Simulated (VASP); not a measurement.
These are PBE GGA with D4 dispersion, VASP's PBE PAW potentials (set 64) (plane waves; VASP) values and carry that method's errors.

The input files of a VASP run:

KPOINTS:
```
Automatic mesh
0
gamma
 7 7 4
0 0 0
```

### POSCAR
```
Te
1
    2.1574452779    -3.7368045638    -0.0000000000
    2.1574452779     3.7368045638     0.0000000000
    0.0000000000     0.0000000000     5.9860937321
Te
3
Direct
  1.0000000000   0.2820795452   0.6666670000
  0.7179204548   0.7179204548   1.0000000000
  0.2820795452   1.0000000000   0.3333330000
```

### INCAR
```
ALGO = Normal
EDIFF = 1E-7
ENCUT = 520
GGA = PE
ISIF = 2
ISMEAR = -5
IVDW = 13
LASPH = .TRUE.
LCHARG = .TRUE.
LEFG = .TRUE.
LMAXMIX = 4
LORBIT = 11
LREAL = .FALSE.
LWAVE = .FALSE.
NEDOS = 601
NELM = 100
PREC = Accurate
SYSTEM = Te
```

POTCAR, in this order: Te (PBE.64 set). Program: vasp_std.

Output

File OSZICAR:
```
       N       E                     dE             d eps       ncg     rms          rms(c)
DAV:   1     0.826782197310E+02    0.82678E+02   -0.68163E+03   728   0.113E+03
DAV:   2    -0.375622110383E+01   -0.86434E+02   -0.83307E+02   968   0.160E+02
DAV:   3    -0.928153625942E+01   -0.55253E+01   -0.54805E+01   923   0.464E+01
DAV:   4    -0.938078315590E+01   -0.99247E-01   -0.99136E-01   863   0.748E+00
DAV:   5    -0.938280248030E+01   -0.20193E-02   -0.20193E-02   890   0.102E+00    0.130E+01
DAV:   6    -0.937481667708E+01    0.79858E-02   -0.14030E-02   793   0.835E-01    0.816E+00
DAV:   7    -0.937522275664E+01   -0.40608E-03   -0.28383E-02   778   0.122E+00    0.262E-01
DAV:   8    -0.937487601905E+01    0.34674E-03   -0.48366E-03   728   0.452E-01    0.128E-01
DAV:   9    -0.937490335989E+01   -0.27341E-04   -0.13926E-04   961   0.912E-02    0.958E-02
DAV:  10    -0.937493208772E+01   -0.28728E-04   -0.36311E-05   733   0.441E-02    0.246E-02
DAV:  11    -0.937492936131E+01    0.27264E-05   -0.10267E-05   758   0.221E-02    0.952E-03
DAV:  12    -0.937492954084E+01   -0.17954E-06   -0.10810E-06   873   0.679E-03    0.409E-03
DAV:  13    -0.937492957720E+01   -0.36354E-07   -0.36872E-07   738   0.421E-03
   1 F= -.10874165E+02 E0= -.10874165E+02  d E =0.000000E+00
```

OUTCAR:
```
------------------------ aborting loop because EDIFF is reached ----------------------------------------
  Edisp (eV):   -1.49923
  FORCE on cell =-STRESS in cart. coord.  units (eV):
  Direction    XX          YY          ZZ          XY          YZ          ZX
  --------------------------------------------------------------------------------------
  Total       0.01835     0.01835    -0.04585     0.00000     0.00000     0.00000
  in kB       0.30458     0.30458    -0.76107     0.00000     0.00000     0.00000
  external pressure =       -0.05 kB  Pullay stress =        0.00 kB
  volume of cell :       96.52
      direct lattice vectors                 reciprocal lattice vectors
     2.157445278 -3.736804564  0.000000000     0.231755588 -0.133804161  0.000000000
     2.157445278  3.736804564  0.000000000     0.231755588  0.133804161  0.000000000
     0.000000000  0.000000000  5.986093732     0.000000000  0.000000000  0.167053849
 POSITION                                       TOTAL-FORCE (eV/Angst)
 -----------------------------------------------------------------------------------
      0.60857      1.05408      3.99073         0.014792      0.025620     -0.000000
      3.09775      0.00000      0.00000        -0.029584     -0.000000     -0.000000
      0.60857     -1.05408      1.99536         0.014792     -0.025620      0.000000
 -----------------------------------------------------------------------------------
    total drift:                               -0.000189     -0.000393      0.000015
  FREE ENERGIE OF THE ION-ELECTRON SYSTEM (eV)
  ---------------------------------------------------
  free  energy   TOTEN  =       -10.8741645147 eV

  energy  without entropy=      -10.8741645147  energy(sigma->0) =      -10.87416451

 total charge

# of ion       s       p       d       tot
------------------------------------------
    1        1.438   1.808   0.046   3.292
    2        1.438   1.808   0.046   3.292
    3        1.438   1.808   0.046   3.292
--------------------------------------------------
tot          4.313   5.423   0.139   9.876

 Electric field gradients after diagonalization (V/A^2)
 (convention: |V_zz| > |V_xx| > |V_yy|)
----------------------------------------------------------------------
 ion       V_xx      V_yy      V_zz     asymmetry (V_yy - V_xx)/ V_zz
----------------------------------------------------------------------
   1     315.008   142.838  -457.845       0.376
   2     315.008   142.837  -457.845       0.376
   3     315.007   142.838  -457.845       0.376
```
(Selected blocks of OUTCAR.)

The compound is Te in the trig structure. It was relaxed first, which changed the volume by -6 %.
